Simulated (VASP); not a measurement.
# AlNi3 (Pm-3m) in VASP: further runs, part 2 of 2

VASP 6.6.1.

## (3) Single point, PBE, collinear spin, typed start

INCAR

```
SYSTEM = AlNi3
PREC     = Accurate       ! precision mode
ENCUT    = 520            ! plane-wave cutoff, eV
EDIFF    = 1E-7           ! SCF threshold, eV
ISMEAR   = 0              ! smearing method
SIGMA    = 0.1            ! smearing width, eV
LREAL    = .False.        ! projectors in reciprocal space
LASPH    = .True.         ! aspherical terms in the spheres
NELM     = 150            ! most SCF steps
ALGO     = Normal         ! electronic algorithm
ISIF     = 2              ! what is computed and relaxed
LWAVE    = .False.        ! write WAVECAR
LCHARG   = .False.        ! write CHGCAR
ISPIN    = 2              ! spin polarisation
MAGMOM   = 0 0.3 0.3 0.3  ! initial moments
LORBIT   = 11             ! projections on sites
LMAXMIX  = 4              ! l up to which the mixer works
GGA      = PE             ! functional
NBANDS   = 28             ! bands
```

KPOINTS

```
regular mesh
0
Gamma
  6 6 6
  0 0 0
```

POSCAR

```
AlNi3
1.0
    3.5656107526      0.0000000000      0.0000000000
    0.0000000000      3.5656107526      0.0000000000
    0.0000000000      0.0000000000      3.5656107526
Al Ni
1 3
Direct
    0.0000000000      0.0000000000      0.0000000000
    0.0000000000      0.5000000000      0.5000000000
    0.5000000000      0.0000000000      0.5000000000
    0.5000000000      0.5000000000      0.0000000000
```

Potentials or basis: VASP PAW PBE potentials, release 64 (Al, Ni).

The run is started by

```sh
> cat potpaw_PBE.64/Al/POTCAR potpaw_PBE.64/Ni/POTCAR > POTCAR
> mpirun -np 1 vasp_std > vasp.out
```

OUTCAR:

```text
SYSTEM = AlNi3
   PREC = Accurate
   ENCUT = 520
   EDIFF = 1E-7
   ISMEAR = 0
   LREAL = .False.
   LASPH = .True.
   NELM = 150
   ISIF = 2
   ISPIN = 2
   LORBIT = 11
   GGA = PE

 ion  position               nearest neighbor table
   1  0.000  0.000  0.000-   2 2.52   3 2.52   4 2.52   2 2.52   3 2.52   2 2.52   4 2.52   2 2.52
                             3 2.52   4 2.52   3 2.52   4 2.52
   2  0.000  0.500  0.500-   1 2.52   3 2.52   4 2.52   1 2.52   4 2.52   1 2.52   3 2.52   1 2.52
                             3 2.52   4 2.52   4 2.52   3 2.52
   3  0.500  0.000  0.500-   1 2.52   2 2.52   4 2.52   1 2.52   4 2.52   2 2.52   4 2.52   4 2.52
                             1 2.52   2 2.52   1 2.52   2 2.52
   4  0.500  0.500  0.000-   1 2.52   2 2.52   3 2.52   2 2.52   3 2.52   1 2.52   3 2.52   3 2.52
                             1 2.52   2 2.52   2 2.52   1 2.52

[... 1468 lines left out ...]

 POSITION                                       TOTAL-FORCE (eV/Angst)
 -----------------------------------------------------------------------------------
      0.00000      0.00000      0.00000         0.000000      0.000000      0.000000
      0.00000      1.78281      1.78281         0.000000      0.000000      0.000000
      1.78281      0.00000      1.78281         0.000000      0.000000      0.000000
      1.78281      1.78281      0.00000         0.000000      0.000000      0.000000
 -----------------------------------------------------------------------------------
    total drift:                                0.000000      0.000000      0.000000

  FREE ENERGIE OF THE ION-ELECTRON SYSTEM (eV)
  ---------------------------------------------------
  free  energy   TOTEN  =       -21.9075769565 eV

  energy  without entropy=      -21.8913808716  energy(sigma->0) =      -21.89947891

 total charge

# of ion       s       p       d       tot
------------------------------------------
    1        0.409   0.390   0.000   0.799
    2        0.491   0.513   8.376   9.381
    3        0.491   0.513   8.376   9.381
    4        0.491   0.513   8.376   9.381
--------------------------------------------------
tot          1.883   1.930  25.129  28.942

 magnetization (x)

# of ion       s       p       d       tot
------------------------------------------
    1       -0.000  -0.009   0.000  -0.010
    2       -0.003  -0.010   0.275   0.262
    3       -0.003  -0.010   0.275   0.262
    4       -0.003  -0.010   0.275   0.262
--------------------------------------------------
tot         -0.009  -0.039   0.825   0.776
```

stdout:

```text
POSCAR found type information on POSCAR AlNi
 POSCAR found :  2 types and       4 ions
 scaLAPACK will be used
 LDA part: xc-table for (Slater+PW92), standard interpolation
 POSCAR, INCAR and KPOINTS ok, starting setup
 FFT: planning ... GRIDC
 FFT: planning ... GRID_SOFT
 FFT: planning ... GRID
 WAVECAR not read
 entering main loop
```

Wall time 26 s (1 thread of Intel Xeon 6975P-C (Granite Rapids), shared host); peak memory 0.19 GiB.

What came out:

- Free energy: -21.9076 eV
- Pressure: 0.2 GPa
- Band gap on the k mesh: none (metal or under the smearing width)
- Net moment: 0.73 μB per cell
- Site moments: Al -0.01; Ni +0.26 μB
- Valence electrons inside the program's atomic spheres: Al 0.80; Ni 9.38

## (4) Relaxation of cell and atoms, PBE, collinear spin, typed start

This run uses another cell than the first one, of 10.93 Å³/atom, 0.964 times its volume.

INCAR

```
SYSTEM = AlNi3
  ALGO = Normal
  EDIFF = 1E-7
  EDIFFG = -0.04
  ENCUT = 600
  GGA = PE
  IBRION = 2
  ISIF = 3
  ISMEAR = 0
  ISPIN = 2
  LASPH = .True.
  LCHARG = .False.
  LMAXMIX = 4
  LORBIT = 11
  LREAL = .False.
  LWAVE = .False.
  MAGMOM = 0 0.3 0.3 0.3
  NELM = 150
  NSW = 60
  PREC = Accurate
  SIGMA = 0.1
```

KPOINTS

```
k-points
0
Gamma
  6 6 6
  0 0 0
```

POSCAR

```
AlNi3
1.0
    3.5230548400      0.0000000000      0.0000000000
    0.0000000000      3.5230548400      0.0000000000
    0.0000000000      0.0000000000      3.5230548400
Al Ni
1 3
Direct
    0.0000000000      0.0000000000      0.0000000000
    0.0000000000      0.5000000000      0.5000000000
    0.5000000000      0.0000000000      0.5000000000
    0.5000000000      0.5000000000      0.0000000000
```

The run is started by

```sh
> cat potpaw_PBE.64/Al/POTCAR potpaw_PBE.64/Ni/POTCAR > POTCAR
> mpirun -np 1 vasp_std > vasp.out
```

Run time: 58 s. Hardware: 1 thread of Intel Xeon 6975P-C (Granite Rapids), shared host; peak memory 0.19 GiB.

It converged, with:

- Free energy: -21.9062 eV
- Relaxed volume: 11.35 Å³/atom
- Relaxed cell: a = 3.567 Å, b = 3.567 Å, c = 3.567 Å, α = 90.00°, β = 90.00°, γ = 90.00°
- Space group after relaxing (to 0.05 Å): Pm-3m (No. 221)
- Energy gained by relaxing: 9.0 meV/atom
- Ionic steps: 3
- Pressure after relaxing: 0.0 GPa
- Band gap on the k mesh: none (metal or under the smearing width)
- Net moment: -0.73 μB per cell
- Site moments: Al +0.01; Ni -0.26 μB
- Valence electrons inside the program's atomic spheres: Al 0.80; Ni 9.38

Step by step:
```
step  energy change (eV)  largest force (eV/Å)  pressure (GPa)  volume (Å³)
   1              0.0000                0.0000            7.26        43.73
   2             -0.0078                0.0000           -5.60        46.94
   3             -0.0360                0.0000           -0.01        45.38
```

Final structure:
```
Al Ni
1.0
     3.56695    0.00000    0.00000
     0.00000    3.56695    0.00000
     0.00000    0.00000    3.56695
Al Ni
1 3
Direct
  0.00000 0.00000 0.00000
  0.00000 0.50000 0.50000
  0.50000 0.00000 0.50000
  0.50000 0.50000 0.00000
```

Levels at points of the mesh, in eV from the Fermi level:
Spin up:
```
           k point  band 14  band 15  band 16  band 17  band 18  band 19
(0.00, 0.00, 0.00)     0.35     0.35     0.35     0.84     0.84     0.84
(0.50, 0.00, 0.00)    -0.90    -0.80    -0.32     0.35     5.52     5.52
(0.50, 0.50, 0.00)    -1.06    -0.76    -0.56    -0.43     1.11     1.11
(0.50, 0.50, 0.50)    -0.87    -0.87    -0.17     0.12     0.12     0.12
```
Spin down:
```csv
k point,band 13,band 14,band 15,band 16,band 17,band 18,band 19,band 20
"(0.00, 0.00, 0.00)",-0.26,-0.10,-0.10,-0.10,0.88,0.88,0.88,6.52
"(0.50, 0.00, 0.00)",-1.22,-1.16,-1.03,-0.51,-0.10,5.47,5.47,5.57
"(0.50, 0.50, 0.00)",-1.29,-1.18,-0.99,-0.96,-0.57,0.81,0.81,8.09
"(0.50, 0.50, 0.50)",-1.28,-1.06,-1.06,-0.27,-0.27,-0.27,-0.14,3.33
```

## (5) The runs side by side

| task | cell | k mesh | cutoff (eV) | gap on the mesh (eV) | pressure (GPa) | moment (μB) |
| --- | --- | --- | --- | --- | --- | --- |
| single point | Pm-3m, 11.34 Å³/atom | 14 × 14 × 14 | 520 | none | 0.1 | 0.71 |
| single point | Pm-3m, 11.33 Å³/atom | 6 × 6 × 6 | 520 | none | 0.2 | 0.73 |
| relaxation of cell and atoms | relaxed | 6 × 6 × 6 | 600 | none | 0.0 | 0.73 |

Alike in all rows: level PBE; potentials or basis VASP PAW PBE potentials, release 64 (Al, Ni); spin collinear, typed start; smearing gaussian 0.1 eV.

Total energies depend on the potentials used, so only differences within one code and one set of settings carry meaning.
